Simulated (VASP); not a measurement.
MgO:

```xyz
2
Lattice="0.0000 2.1085 2.1085 2.1085 0.0000 2.1085 2.1085 2.1085 0.0000" Properties=species:S:1:pos:R:3 pbc="T T T"
Mg    0.0000    0.0000    0.0000
O     2.1085    2.1085    2.1085
```

| Item | Value |
| --- | --- |
| Program | VASP 6.6.1 |
| Task | relaxation of cell and atoms |
| Functional | PBE |
| Potentials or basis | VASP PAW PBE potentials, release 64 (Mg, O) |
| Cutoff | 520 eV |
| k mesh | 11 × 11 × 11 |
| Occupations | gaussian, width 0.1 eV |
| Spin | no spin polarisation |

At the start: pressure 3.3 GPa; volume 9.37 Å³/atom.

Where does the relaxation end?

Over 3 steps the energy falls by 2.1 meV/atom and the volume is 9.57 Å³/atom (+2.1 %); space group Fm-3m (No. 225, to 0.05 Å).

The path:
| step | energy change (eV) | largest force (eV/Å) | pressure (GPa) | volume (Å³) |
| --- | --- | --- | --- | --- |
| 1 | 0.0000 | 0.0000 | 3.34 | 18.75 |
| 2 | -0.0037 | 0.0000 | -1.04 | 19.28 |
| 3 | -0.0041 | 0.0000 | -0.01 | 19.15 |

Final structure:
```
CELL_PARAMETERS angstrom
0.00000 2.12346 2.12346
2.12346 0.00000 2.12346
2.12346 2.12346 0.00000
ATOMIC_POSITIONS crystal
Mg 0.00000 0.00000 0.00000
O 0.50000 0.50000 0.50000
```
